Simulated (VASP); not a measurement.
## Zr: transverse stress against strain

Zr (hcp, P6_3/mmc, 23.355 Å³/atom and stress up to 0.27 GPa in the relaxed cell, c along z) under a strain ε along c (axis z), the other axes held. PBE in VASP (plane waves, PAW), 480 eV, 18×18×10 Γ-centred mesh, Methfessel-Paxton smearing 0.10 eV; ions are relaxed, or left where forces stay under 0.02 eV/Å, within the symmetry of each cell. Stress is positive for a compressed cell.

Here s stands for strain and y for stress xx.

```csv
strain (%),stress xx (GPa)
-1.50,1.31
-1.00,0.96
-0.50,0.61
0.00,0.27
0.50,-0.06
1.00,-0.38
1.50,-0.70
3.00,?
```

Fit y of the 7 rows that show it with a straight line. Means: s 0, y 0.287. About the means, the sum of products is -4.6900 and the sum of squares of s is 7.0000; the slope is their ratio. Least squares gives y = 0.287 - 0.6700·s. Residuals (row less fit): 0.018, 0.003, -0.012, -0.017, -0.012, 0.003, 0.018; standard error 0.016 (degrees of freedom: 5). The slope gives the elastic constant C13 = about 67 GPa.

**Question.** What does the fit predict for y at s = 3.00, and how far is the calculated value from it?

**Answer.** y = 0.287 - 0.6700 × 3.0 = -1.723 GPa. The calculation gives -1.64 GPa, 0.083 GPa above the prediction (2.8 % of the range of y in the table). The row lies outside the fitted rows, so this is an extrapolation. From the scatter of the fitted rows alone, a prediction at this place has a standard error of 0.025 GPa, so the miss is 3.3 times that.

A polynomial of degree 2 through the 12 other runs of the series gives -1.62 there, so most of the miss is curvature that the fit leaves out. In a metal these values are sensitive to mesh and smearing; energies are taken to zero smearing, stresses follow the free energy. The runs aren't spin-polarised. Rows are the converged runs of the series near zero and its far end; series whose fitted rows scatter by over a few per cent of the range, as at a crossing or softening among them, aren't shown in this form, nor equations of state whose B0' disagrees with the runs' pressures. Most that stay on the fit to the last digits aren't either.
